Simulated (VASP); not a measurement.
Output of a VASP run:

OSZICAR:
```
       N       E                     dE             d eps       ncg     rms          rms(c)
DAV:   1     0.548587441977E+02    0.54859E+02   -0.37358E+03   624   0.604E+02
DAV:   2    -0.150285391035E+02   -0.69887E+02   -0.66913E+02   988   0.127E+02
DAV:   3    -0.202452057352E+02   -0.52167E+01   -0.51464E+01   760   0.380E+01
DAV:   4    -0.203980515671E+02   -0.15285E+00   -0.15225E+00   828   0.870E+00
DAV:   5    -0.204051752034E+02   -0.71236E-02   -0.71216E-02   908   0.173E+00    0.641E+00
DAV:   6    -0.198783762773E+02    0.52680E+00   -0.81423E-01   732   0.473E+00    0.358E+00
DAV:   7    -0.197556206728E+02    0.12276E+00   -0.56370E-01   748   0.400E+00    0.705E-01
DAV:   8    -0.197540662027E+02    0.15545E-02   -0.57619E-02   772   0.169E+00    0.394E-01
DAV:   9    -0.197527493281E+02    0.13169E-02   -0.11112E-02   804   0.779E-01    0.230E-01
DAV:  10    -0.197522665728E+02    0.48276E-03   -0.28466E-03   780   0.380E-01    0.111E-01
DAV:  11    -0.197524718896E+02   -0.20532E-03   -0.78639E-04   844   0.163E-01    0.554E-02
DAV:  12    -0.197526791647E+02   -0.20728E-03   -0.13834E-04   768   0.721E-02    0.228E-02
DAV:  13    -0.197528513777E+02   -0.17221E-03   -0.96219E-05   700   0.493E-02    0.149E-02
DAV:  14    -0.197530447316E+02   -0.19335E-03   -0.82522E-05   692   0.355E-02    0.102E-02
DAV:  15    -0.197530832079E+02   -0.38476E-04   -0.10214E-05   776   0.168E-02    0.707E-03
DAV:  16    -0.197531546336E+02   -0.71426E-04   -0.13193E-05   692   0.131E-02    0.601E-03
DAV:  17    -0.197531632428E+02   -0.86091E-05   -0.15172E-06   652   0.635E-03    0.284E-03
DAV:  18    -0.197532161198E+02   -0.52877E-04   -0.28794E-06   652   0.626E-03    0.272E-03
DAV:  19    -0.197532291261E+02   -0.13006E-04   -0.31977E-07   496   0.221E-03    0.139E-03
DAV:  20    -0.197532390635E+02   -0.99373E-05   -0.58324E-07   528   0.253E-03    0.121E-03
DAV:  21    -0.197532394012E+02   -0.33771E-06   -0.25142E-08   420   0.913E-04
   1 F= -.19753239E+02 E0= -.19746833E+02  d E =-.128136E-01
```

### OUTCAR
```
------------------------ aborting loop because EDIFF is reached ----------------------------------------
  FORCE on cell =-STRESS in cart. coord.  units (eV):
  Direction    XX          YY          ZZ          XY          YZ          ZX
  --------------------------------------------------------------------------------------
  Total       -1.6484789     -3.4955389      0.6905258      0.0577573      0.0910314      0.3473979
  in kB       -9.8575724    -20.9026193      4.1292052      0.3453769      0.5443493      2.0773698
  external PRESSURE =      -8.8769955 kB  Pullay stress =       0.0000000 kB
  volume of cell :      267.93
      direct lattice vectors                 reciprocal lattice vectors
     3.849277000  0.000000000  0.000000000     0.259789046  0.259789046  0.000000000
    -3.849277000  3.849277000  0.000000000     0.000000000  0.259789046  0.000000000
     0.000000000  0.000000000 18.082800000     0.000000000  0.000000000  0.055301170
 POSITION                                       TOTAL-FORCE (eV/Angst)
 -----------------------------------------------------------------------------------
      1.92640      0.01000      7.05945         0.287642      0.007145     -0.115179
      1.88750      1.94842     11.00196         0.583417      0.029737      0.415795
      0.00966      1.90500      9.74531        -0.591280      0.015621     -0.336745
     -3.82356      3.83515      8.35890        -0.279780     -0.052502      0.036129
 -----------------------------------------------------------------------------------
    total drift:                                0.000031     -0.000030     -0.000193
  FREE ENERGIE OF THE ION-ELECTRON SYSTEM (eV)
  ---------------------------------------------------
  free  energy   TOTEN  =       -19.7532394012 eV

  energy  without entropy=      -19.7404257883  energy(sigma->0) =      -19.74683259
```
(Selected blocks of OUTCAR.)

**POSCAR**
```
Si
1
    3.8492770000     0.0000000000     0.0000000000
   -3.8492770000     3.8492770000     0.0000000000
    0.0000000000     0.0000000000    18.0828000000
Si
4
Direct
  0.5030560000   0.0025980000   0.3903960000
 -0.0034720000   0.5061770000   0.6084210000
  0.4974070000   0.4948970000   0.5389270000
  0.0030100000  -0.0036710000   0.4622570000
```

Write an INCAR and KPOINTS that could have produced this output.

This is not unique; one that fits is the input of the run itself, LDA (Ceperley-Alder, Perdew-Zunger), plane waves, VASP's LDA PAW potentials (set 64).

### INCAR
```
SYSTEM = Si
PREC = Accurate
ENCUT = 300
EDIFF = 1E-6
NELM = 100
ALGO = Normal
LREAL = .FALSE.
LASPH = .TRUE.
ISMEAR = 0
SIGMA = 0.1
LWAVE = .FALSE.
LCHARG = .FALSE.
ISIF = 2
```

**KPOINTS**
```
Automatic mesh
0
Gamma
8 6 1
0 0 0
```

POTCAR, in this order: Si (LDA.64 set). Program: vasp_std.

The cell holds a wide vacuum, so values per volume refer to the whole cell.

The cell is a sheet with vacuum, built from a database entry that may be metastable or hypothetical.
